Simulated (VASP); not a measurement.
Here is the system:

```
CELL_PARAMETERS angstrom
      4.98506     0.00000     0.00000
      0.00000     4.98506     0.00000
      0.00000     0.00000     3.43305
ATOMIC_POSITIONS crystal
  Pb 0.00000 0.00000 0.00000
  Pb 0.50000 0.50000 0.50000
  O  0.30707 0.30707 0.00000
  O  0.80707 0.19293 0.50000
  O  0.19293 0.80707 0.50000
  O  0.69293 0.69293 0.00000
```

Level of theory: PBE GGA, VASP's PBE PAW potentials (set 64) (plane waves; VASP). Run with 620 eV cut-off, 5×5×7 Γ-centred mesh, Gaussian smearing of 0.050 eV, potentials Pb_d O.

Task: What does the run give for the energy per atom (σ→0), pressure?

Result: 
```yaml
energy per atom (σ→0): -5303 meV/atom
pressure: 4.97 GPa
```

The compound is PbO2 in the rutile structure. It was relaxed first under an external pressure of 5 GPa.
